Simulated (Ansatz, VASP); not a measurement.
# ZrSeS in two plane-wave programs

Aim: how closely do two programs agree when they are given the same cell, functional and k mesh? The cell is taken from a series of runs on this material, whose earlier steps may have relaxed, scaled, displaced or heated it; both programs get it as it stands.

Main program and level: Ansatz 0.2.0; plane waves, with VASP 6.6.1 beside it; PBEsol.

## 1. Set-up

The cell holds 3 atoms: 1 Zr, 1 S and 1 Se. Its edges and angles: a = 3.685 Å, b = 3.769 Å, c = 30.000 Å, α = 90.0°, β = 90.0°, γ = 119.3°. Vacuum lies along c.

Coordinates:

```
Zr S Se
1.0
     3.68533    0.00000    0.00000
    -1.84267    3.28734    0.00000
     0.00000    0.00000   30.00000
Zr S Se
1 1 1
Cartesian
  0.0000 0.0038 10.0497
  0.0000 2.1758 11.4107
  1.8427 1.1077 8.4397
```

## 2. VASP: zone-centre phonons, PBEsol, pair 1

Second derivatives magnify differences that forces hide, and they need a tight electronic threshold.

Lines of VASP's logs that name or quote its potential files are left out, and so is its time.

INCAR reads:

```
SYSTEM = ZrSeS
PREC = Accurate
ENCUT = 500
EDIFF = 1E-08
NELM = 120
ISMEAR = 0
SIGMA = 0.01
LREAL = .FALSE.
ALGO = Normal
GGA = PS
NBANDS = 18
LASPH = .TRUE.
LORBIT = 11
LWAVE = .FALSE.
LCHARG = .FALSE.
ISIF = 2
IBRION = 8
GGA_COMPAT = .FALSE.
EFERMI = MIDGAP
NELMDL = -8
KPAR = 2
```

POSCAR reads:

```
ZrSeS
1.0
    3.6853341510      0.0000000000      0.0000000000
   -1.8426670755      3.2873407862      0.0000000000
    0.0000000000      0.0000000000     30.0000000000
Zr S Se
1 1 1
Direct
    0.0005773013      0.0011546026      0.3349898571
    0.3309426652      0.6618853305      0.3803550855
    0.6684800334      0.3369600668      0.2813217241
```

KPOINTS reads:

```
Automatic mesh
0
Gamma
12 12 1
0 0 0
```

Potentials, in the order of the species: Zr_sv, S and Se (PBE family, release 64).

Launch:

```bash
$ mpirun -np 2 vasp_std
```

Numbers of over 12 decimals in the logs are rounded to 6 here.

The log of the run:

```text
[banner, memory and clock lines left out]
running    2 mpi-ranks, on    1 nodes
 distrk:  each k-point on    1 cores,    2 groups
 distr:  one band on    1 cores,    1 groups

 POSCAR found type information on POSCAR ZrS Se
 POSCAR found :  3 types and       3 ions
|                                                                             |
|               ----> ADVICE to this user running VASP <----                  |
|                                                                             |
|     You enforced a specific xc type in the INCAR file but a different       |
|     [... a line on the potential file left out ...]
|     I HOPE YOU KNOW WHAT YOU ARE DOING!                                     |
|                                                                             |

 LDA part: xc-table for (Slater+PW92), standard interpolation
 POSCAR, INCAR and KPOINTS ok, starting setup
 FFT: planning ... GRIDC
 FFT: planning ... GRID_SOFT
 FFT: planning ... GRID
 WAVECAR not read
 entering main loop
       N       E                     dE             d eps       ncg     rms          rms(c)
DAV:   1     0.176545334794E+03    0.17655E+03   -0.95532E+03  1948   0.926E+02
DAV:   2     0.322528586840E+00   -0.17622E+03   -0.17190E+03  2128   0.214E+02
DAV:   3    -0.225152310406E+02   -0.22838E+02   -0.22767E+02  2716   0.724E+01
DAV:   4    -0.234642890016E+02   -0.94906E+00   -0.94749E+00  2342   0.126E+01
DAV:   5    -0.234968132384E+02   -0.32524E-01   -0.32510E-01  2432   0.226E+00
DAV:   6    -0.234973226013E+02   -0.50936E-03   -0.50927E-03  2260   0.316E-01
DAV:   7    -0.234973379912E+02   -0.15390E-04   -0.15389E-04  2512   0.487E-02
DAV:   8    -0.234973384930E+02   -0.50185E-06   -0.50173E-06  2360   0.823E-03    0.151E+01
DAV:   9    -0.217055897518E+02    0.17917E+01   -0.59726E+00  1712   0.136E+01    0.661E+00
DAV:  10    -0.216236123541E+02    0.81977E-01   -0.60206E-01  2314   0.420E+00    0.247E+00
DAV:  11    -0.216207090884E+02    0.29033E-02   -0.68232E-02  2112   0.158E+00    0.589E-01
DAV:  12    -0.216190570624E+02    0.16520E-02   -0.70712E-03  2094   0.587E-01    0.302E-01
DAV:  13    -0.216183042358E+02    0.75283E-03   -0.16873E-03  2288   0.266E-01    0.113E-01
DAV:  14    -0.216182582862E+02    0.45950E-04   -0.15097E-04  2096   0.720E-02    0.467E-02
[...]
DAV:  23    -0.216187667608E+02   -0.94004E-05   -0.20587E-07  1856   0.121E-03    0.339E-04
DAV:  24    -0.216187732962E+02   -0.65354E-05   -0.22428E-07  1984   0.106E-03    0.405E-04
DAV:  25    -0.216187770662E+02   -0.37700E-05   -0.10448E-07  1934   0.747E-04    0.232E-04
DAV:  26    -0.216187778021E+02   -0.73590E-06   -0.57556E-09  1848   0.228E-04    0.178E-04
DAV:  27    -0.216187784454E+02   -0.64332E-06   -0.37338E-09  1640   0.206E-04    0.114E-04
DAV:  28    -0.216187785279E+02   -0.82477E-07    0.48289E-10  1600   0.782E-05    0.369E-05
DAV:  29    -0.216187785903E+02   -0.62361E-07    0.73941E-10  1290   0.521E-05    0.186E-05
DAV:  30    -0.216187785989E+02   -0.85774E-08    0.95258E-10  1240   0.212E-05
   1 F= -.21618779E+02 E0= -.21618779E+02  d E =0.000000E+00
 Linear response reoptimize wavefunctions to high precision
DAV:   1    -0.216187786031E+02   -0.42205E-08    0.95612E-10  1368   0.147E-05
DAV:   2    -0.216187786030E+02    0.41837E-10    0.97459E-10  1064   0.364E-06
 Linear response DOF=           9
 Linear response progress:
  Degree of freedom:   1/  9
       N       E                     dE             d eps       ncg     rms          rms(c)
RMM:   1    -0.714978095740E+00   -0.71498E+00    0.30431E+00  2962   0.148E+01
RMM:   2    -0.662530932710E+00    0.52447E-01   -0.21853E-01  4251   0.287E+00    0.230E-01
RMM:   3    -0.664743473984E+00   -0.22125E-02   -0.40201E-02  5148   0.912E-01    0.954E-02
RMM:   4    -0.667283448725E+00   -0.25400E-02   -0.97389E-03  6503   0.328E-01    0.563E-02
RMM:   5    -0.667626189149E+00   -0.34274E-03   -0.54006E-04  6610   0.105E-01    0.236E-02
RMM:   6    -0.667572457577E+00    0.53732E-04   -0.13161E-04  6713   0.541E-02    0.539E-03
RMM:   7    -0.667546778881E+00    0.25679E-04   -0.45426E-05  7023   0.295E-02    0.162E-03
[...]
RMM:  14    -0.104217652576E+00   -0.45463E-08   -0.62836E-07  7087   0.655E-05    0.162E-05
RMM:  15    -0.104217680988E+00   -0.28412E-07   -0.34832E-07  7038   0.356E-05    0.540E-06
RMM:  16    -0.104217689707E+00   -0.87189E-08   -0.13357E-07  7167   0.203E-05    0.109E-06
RMM:  17    -0.104217686642E+00    0.30653E-08   -0.11183E-07  6872   0.117E-05    0.213E-06
RMM:  18    -0.104217691832E+00   -0.51900E-08   -0.46537E-08  6608   0.797E-06    0.844E-07
 first order change of Fermi-energy  -0.51570E-03
 force on displaced ion       2 direction 1 :  -4.834   0.011  -0.001
 Linear response progress:
  Degree of freedom:   5/  9
       N       E                     dE             d eps       ncg     rms          rms(c)
RMM:   1    -0.118046561803E+00   -0.11805E+00   -0.12657E-01  4042   0.175E+00
RMM:   2    -0.104048119525E+00    0.13998E-01   -0.12825E-02  3119   0.539E-01    0.139E-01
RMM:   3    -0.104472137679E+00   -0.42402E-03   -0.12370E-03  3242   0.177E-01    0.678E-02
RMM:   4    -0.104919307105E+00   -0.44717E-03   -0.45644E-04  3263   0.918E-02    0.226E-02
RMM:   5    -0.105008284494E+00   -0.88977E-04   -0.12107E-04  3662   0.401E-02    0.123E-02
[...]
RMM:   9    -0.139906799773E+00    0.12372E-05   -0.19532E-06  3833   0.201E-03    0.421E-04
RMM:  10    -0.139904586353E+00    0.22134E-05   -0.17417E-07  3685   0.124E-03    0.230E-04
RMM:  11    -0.139902580963E+00    0.20054E-05    0.14400E-06  3747   0.765E-04    0.177E-04
RMM:  12    -0.139900645149E+00    0.19358E-05   -0.16804E-06  3487   0.659E-04    0.144E-04
RMM:  13    -0.139900211200E+00    0.43395E-06   -0.11167E-07  3609   0.449E-04    0.375E-05
RMM:  14    -0.139900045041E+00    0.16616E-06    0.22992E-07  3892   0.231E-04    0.262E-05
RMM:  15    -0.139900103937E+00   -0.58896E-07    0.81835E-07  3737   0.144E-04    0.132E-05
RMM:  16    -0.139900028241E+00    0.75696E-07    0.60333E-07  3608   0.112E-04    0.159E-05
RMM:  17    -0.139900033681E+00   -0.54400E-08    0.36599E-07  3784   0.677E-05    0.502E-06
RMM:  19    -0.139899996596E+00    0.12680E-07    0.20314E-07  3465   0.277E-05    0.195E-06
RMM:  20    -0.139899993773E+00    0.28236E-08    0.70974E-08  3895   0.149E-05    0.110E-06
 first order change of Fermi-energy  -0.11981E+01
 force on displaced ion       2 direction 3 :   0.000   0.258  -8.485
 Linear response progress:
  Degree of freedom:   7/  9
       N       E                     dE             d eps       ncg     rms          rms(c)
RMM:   1    -0.849590751819E-01   -0.84959E-01   -0.21740E-02  6771   0.124E+00
RMM:   2    -0.786487015146E-01    0.63104E-02   -0.81413E-03  5257   0.379E-01    0.909E-02
RMM:   3    -0.790025054391E-01   -0.35380E-03   -0.11902E-03  5808   0.131E-01    0.530E-02
RMM:   4    -0.794296563928E-01   -0.42715E-03   -0.32509E-04  5590   0.807E-02    0.977E-03
RMM:   5    -0.794093482654E-01    0.20308E-04   -0.10588E-04  6290   0.330E-02    0.601E-03
RMM:   6    -0.794143867783E-01   -0.50385E-05   -0.20792E-05  6631   0.147E-02    0.323E-03
RMM:   7    -0.794250840438E-01   -0.10697E-04   -0.68608E-06  6823   0.647E-03    0.205E-03
RMM:   8    -0.794295538889E-01   -0.44698E-05   -0.60351E-06  6668   0.351E-03    0.438E-04
RMM:   9    -0.794312524803E-01   -0.16986E-05    0.26507E-06  6960   0.175E-03    0.274E-04
RMM:  10    -0.794314917334E-01   -0.23925E-06   -0.22541E-06  7036   0.878E-04    0.736E-05
RMM:  11    -0.794316470474E-01   -0.15531E-06    0.82316E-07  7082   0.447E-04    0.686E-05
RMM:  12    -0.794316057763E-01    0.41271E-07   -0.86049E-07  7034   0.240E-04    0.297E-05
RMM:  13    -0.794315567727E-01    0.49004E-07    0.15238E-07  7023   0.131E-04    0.187E-05
RMM:  14    -0.794315882869E-01   -0.31514E-07   -0.29762E-07  7094   0.727E-05    0.866E-06
RMM:  15    -0.794315965525E-01   -0.82656E-08    0.31453E-08  7273   0.388E-05    0.733E-06
 first order change of Fermi-energy  -0.46753E-03
 force on displaced ion       3 direction 1 :  -3.496  -0.007   0.002
 Linear response progress:
  Degree of freedom:   8/  9
       N       E                     dE             d eps       ncg     rms          rms(c)
RMM:   1    -0.858331736994E-01   -0.85833E-01   -0.22088E-02  3968   0.124E+00
RMM:   2    -0.793200902009E-01    0.65131E-02   -0.78887E-03  3060   0.378E-01    0.910E-02
RMM:   3    -0.796768638961E-01   -0.35677E-03   -0.11884E-03  3347   0.131E-01    0.531E-02
RMM:   4    -0.800994036123E-01   -0.42254E-03   -0.32463E-04  3223   0.809E-02    0.103E-02
RMM:   5    -0.800903104522E-01    0.90932E-05   -0.10754E-04  3713   0.330E-02    0.672E-03
RMM:   6    -0.800905002538E-01   -0.18980E-06   -0.19886E-05  3822   0.144E-02    0.311E-03
RMM:   7    -0.801011100192E-01   -0.10610E-04   -0.51176E-06  3912   0.658E-03    0.165E-03
RMM:   8    -0.801037319519E-01   -0.26219E-05   -0.80910E-06  3931   0.341E-03    0.558E-04
RMM:   9    -0.801052753010E-01   -0.15433E-05    0.44804E-06  4088   0.179E-03    0.232E-04
RMM:  10    -0.801057286631E-01   -0.45336E-06   -0.22552E-06  4063   0.923E-04    0.881E-05
RMM:  11    -0.801055942014E-01    0.13446E-06    0.18747E-06  4137   0.480E-04    0.506E-05
RMM:  12    -0.801058229386E-01   -0.22874E-06   -0.11360E-06  3981   0.272E-04    0.377E-05
RMM:  13    -0.801057028488E-01    0.12009E-06    0.49781E-07  4141   0.149E-04    0.899E-06
RMM:  14    -0.801056926474E-01    0.10201E-07   -0.44263E-07  4233   0.803E-05    0.111E-05
RMM:  15    -0.801057364382E-01   -0.43791E-07    0.11080E-07  3917   0.448E-05    0.771E-06
RMM:  16    -0.801057380373E-01   -0.15991E-08   -0.92433E-08  4025   0.261E-05    0.303E-06
 first order change of Fermi-energy   0.50794E-01
 force on displaced ion       3 direction 2 :  -0.000  -3.363   0.347
 Linear response progress:
  Degree of freedom:   9/  9
       N       E                     dE             d eps       ncg     rms          rms(c)
RMM:   1    -0.124527393917E+00   -0.12453E+00   -0.13827E-02  3953   0.125E+00
RMM:   2    -0.117185311179E+00    0.73421E-02   -0.71141E-03  3089   0.375E-01    0.157E-01
RMM:   3    -0.117270709298E+00   -0.85398E-04   -0.77638E-04  3196   0.127E-01    0.106E-01
RMM:   4    -0.117413243641E+00   -0.14253E-03   -0.30455E-04  3395   0.708E-02    0.250E-02
RMM:   5    -0.117441589150E+00   -0.28346E-04   -0.89788E-05  3694   0.359E-02    0.901E-03
RMM:   6    -0.117418473353E+00    0.23116E-04   -0.21811E-05  3826   0.163E-02    0.439E-03
RMM:   7    -0.117411183982E+00    0.72894E-05   -0.34726E-06  3754   0.898E-03    0.923E-04
RMM:   8    -0.117414264935E+00   -0.30810E-05   -0.78828E-06  3861   0.426E-03    0.894E-04
RMM:   9    -0.117414327163E+00   -0.62228E-07   -0.21433E-06  3905   0.223E-03    0.555E-04
RMM:  10    -0.117414493815E+00   -0.16665E-06   -0.41383E-08  3987   0.120E-03    0.315E-04
RMM:  11    -0.117413763932E+00    0.72988E-06    0.31776E-07  3883   0.662E-04    0.101E-04
RMM:  12    -0.117413787768E+00   -0.23836E-07   -0.58062E-07  3907   0.362E-04    0.104E-04
RMM:  13    -0.117413607493E+00    0.18027E-06    0.83455E-08  3546   0.265E-04    0.577E-05
RMM:  14    -0.117413672438E+00   -0.64945E-07   -0.13549E-07  3909   0.151E-04    0.579E-05
RMM:  15    -0.117413690915E+00   -0.18476E-07   -0.19426E-07  3733   0.901E-05    0.350E-05
RMM:  16    -0.117413715621E+00   -0.24706E-07   -0.19805E-07  4023   0.511E-05    0.121E-05
RMM:  17    -0.117413748660E+00   -0.33039E-07   -0.88199E-08  3443   0.456E-05    0.171E-05
RMM:  18    -0.117413774361E+00   -0.25701E-07   -0.67720E-08  3989   0.218E-05    0.152E-05
RMM:  19    -0.117413780129E+00   -0.57681E-08   -0.16271E-08  3804   0.141E-05    0.634E-06
 first order change of Fermi-energy  -0.48010E+00
 force on displaced ion       3 direction 3 :  -0.000   0.332  -8.870
 Linear response finished
```

OUTCAR, selected parts (step 2):

```text
ion  position               nearest neighbor table
   1  0.001  0.001  0.335-   2 2.55   2 2.55   2 2.56   3 2.68   3 2.68   3 2.71
   2  0.331  0.662  0.380-   1 2.55   1 2.55   1 2.56
   3  0.668  0.337  0.281-   1 2.68   1 2.68   1 2.71

  LATTYP: Found a base centered orthorhombic cell.
 ALAT       =     3.6853341510
 B/A-ratio  =     1.7840123319
 C/A-ratio  =     8.1403744602

 Subroutine GETGRP returns: Found  2 space group operations
 (whereof  2 operations were pure point group operations)

The static configuration has the point symmetry C_1h.

 Found     43 irreducible k-points:

   k-points           NKPTS =     43   k-points in BZ     NKDIM =     43   number of bands    NBANDS=     18

   dimension x,y,z NGX =    28 NGY =   28 NGZ =  224
   dimension x,y,z NGXF=    56 NGYF=   56 NGZF=  448

   ENCUT  =  500.0 eV  36.75 Ry    6.06 a.u.   6.72  6.87 54.70*2*pi/ulx,y,z

   NELECT =      24.0000    total number of electrons

 k-points in reciprocal lattice and weights: Automatic mesh
   0.00000000  0.00000000  0.00000000       0.007
   0.08333333  0.00000000  0.00000000       0.028
   0.16666667  0.00000000  0.00000000       0.028
   0.25000000  0.00000000  0.00000000       0.028
   0.33333333  0.00000000  0.00000000       0.028
   0.41666667  0.00000000  0.00000000       0.028
   0.50000000  0.00000000  0.00000000       0.014
   0.00000000  0.08333333  0.00000000       0.014
   0.08333333  0.08333333  0.00000000       0.028
[...]
0.16666667  0.41666667  0.00000000       0.014
   0.00000000  0.50000000  0.00000000       0.007

 average (electrostatic) potential at core
       1 -87.7426       2 -94.6881       3 -60.9215

  Total       -0.2523927     -1.5044889      0.0451894      0.0000000     -0.0029440      0.0000000
  in kB       -1.1126138     -6.6321863      0.1992067      0.0000000     -0.0129778      0.0000000
  external PRESSURE =      -2.5151978 kB  Pullay stress =       0.0000000 kB

  energy-cutoff  :      500.00
  volume of cell :      363.45
      direct lattice vectors                 reciprocal lattice vectors
     3.685334151  0.000000000  0.000000000     0.271345815  0.152098621  0.000000000
    -1.842667076  3.287340786  0.000000000     0.000000000  0.304197242  0.000000000
     0.000000000  0.000000000 30.000000000     0.000000000  0.000000000  0.033333333

 POSITION                                       TOTAL-FORCE (eV/Angst)
 -----------------------------------------------------------------------------------
     -0.00000      0.00380     10.04970        -0.000000     -0.000561      0.007137
     -0.00000      2.17584     11.41065         0.000000     -0.000687      0.017438
      1.84267      1.10770      8.43965         0.000000      0.001248     -0.024575
 -----------------------------------------------------------------------------------
    total drift:                               -0.000000     -0.000002     -0.000098

 Eigenvectors and eigenvalues of the dynamical matrix
 ----------------------------------------------------

   1 f  =    9.259250 THz    58.177584 2PiTHz  308.855335 cm-1    38.293164 meV
             X         Y         Z           dx          dy          dz
     -0.000000  0.003796 10.049696    -0.000000    0.035315   -0.571191
     -0.000000  2.175843 11.410653    -0.000000   -0.052617    0.812714
      1.842667  1.107703  8.439652     0.000000   -0.004176    0.095936

   2 f  =    6.676161 THz    41.947559 2PiTHz  222.692772 cm-1    27.610372 meV
             X         Y         Z           dx          dy          dz
     -0.000000  0.003796 10.049696    -0.000000    0.018776    0.465266
     -0.000000  2.175843 11.410653     0.000000   -0.191507    0.403672
      1.842667  1.107703  8.439652    -0.000000    0.102300   -0.757023

   3 f  =    6.633461 THz    41.679265 2PiTHz  221.268444 cm-1    27.433778 meV
             X         Y         Z           dx          dy          dz
     -0.000000  0.003796 10.049696     0.245003   -0.000000    0.000000
     -0.000000  2.175843 11.410653    -0.914452    0.000000    0.000000
      1.842667  1.107703  8.439652     0.322104   -0.000000   -0.000000

   4 f  =    6.587092 THz    41.387918 2PiTHz  219.721727 cm-1    27.242010 meV
             X         Y         Z           dx          dy          dz
     -0.000000  0.003796 10.049696     0.000000    0.251054   -0.068530
     -0.000000  2.175843 11.410653    -0.000000   -0.893498   -0.134174
      1.842667  1.107703  8.439652     0.000000    0.300947    0.159262

   5 f  =    3.545041 THz    22.274148 2PiTHz  118.249831 cm-1    14.661104 meV
             X         Y         Z           dx          dy          dz
     -0.000000  0.003796 10.049696     0.706104    0.000000    0.000000
     -0.000000  2.175843 11.410653    -0.059363    0.000000    0.000000
      1.842667  1.107703  8.439652    -0.705616   -0.000000   -0.000000

   6 f  =    3.453568 THz    21.699406 2PiTHz  115.198622 cm-1    14.282802 meV
             X         Y         Z           dx          dy          dz
     -0.000000  0.003796 10.049696     0.000000   -0.699872   -0.041111
     -0.000000  2.175843 11.410653    -0.000000    0.052544    0.003617
      1.842667  1.107703  8.439652    -0.000000    0.709899    0.041943

   7 f/i=    0.001506 THz     0.009461 2PiTHz    0.050227 cm-1     0.006227 meV
             X         Y         Z           dx          dy          dz
     -0.000000  0.003796 10.049696     0.000000   -0.002346    0.671473
     -0.000000  2.175843 11.410653     0.000000   -0.001322    0.398156
      1.842667  1.107703  8.439652     0.000000   -0.002284    0.624966

   8 f/i=    0.020148 THz     0.126596 2PiTHz    0.672080 cm-1     0.083327 meV
             X         Y         Z           dx          dy          dz
     -0.000000  0.003796 10.049696     0.000000    0.667492    0.002163
     -0.000000  2.175843 11.410653     0.000000    0.399318    0.001303
      1.842667  1.107703  8.439652     0.000000    0.628480    0.002493

   9 f/i=    0.036147 THz     0.227118 2PiTHz    1.205731 cm-1     0.149492 meV
             X         Y         Z           dx          dy          dz
     -0.000000  0.003796 10.049696     0.664373   -0.000000   -0.000000
     -0.000000  2.175843 11.410653     0.400317   -0.000000   -0.000000
      1.842667  1.107703  8.439652     0.631154   -0.000000   -0.000000

 ELASTIC MODULI CONTR FROM IONIC RELAXATION (kBar)
 Direction    XX          YY          ZZ          XY          YZ          ZX
 --------------------------------------------------------------------------------
 XX         -90.7867    -60.7892   -121.9777      0.0000     48.2670     -0.0000
 YY         -60.7892    -85.0194   -120.1554      0.0000    -35.0767     -0.0000
 ZZ        -121.9777   -120.1554   -201.4778      0.0000      5.3202     -0.0000
 XY           0.0000      0.0000      0.0000    -21.7163     -0.0000     49.8108
 YZ          48.2670    -35.0767      5.3202     -0.0000   -136.8741      0.0000
 ZX          -0.0000     -0.0000     -0.0000     49.8108      0.0000   -119.3144
 --------------------------------------------------------------------------------
```

The gap is read on the k-mesh alone, so it is an upper bound where the band edges lie off the mesh. Energies printed during the response cycles are not total energies of the cell.

[end of part 1 of 2]

[Lines on the potential files, build, host, timing and source positions are cut from VASP's logs without a mark.]

[Logs are printed without paths, hosts, clocks, repeated set-up lines and the standing remarks that a program may print on its own settings, such as how far it seeks lower states.]

[Hosts, paths, dates, database ids (printed as entryN), source tags and the programs' standing remarks are cut or masked in the printed files.]
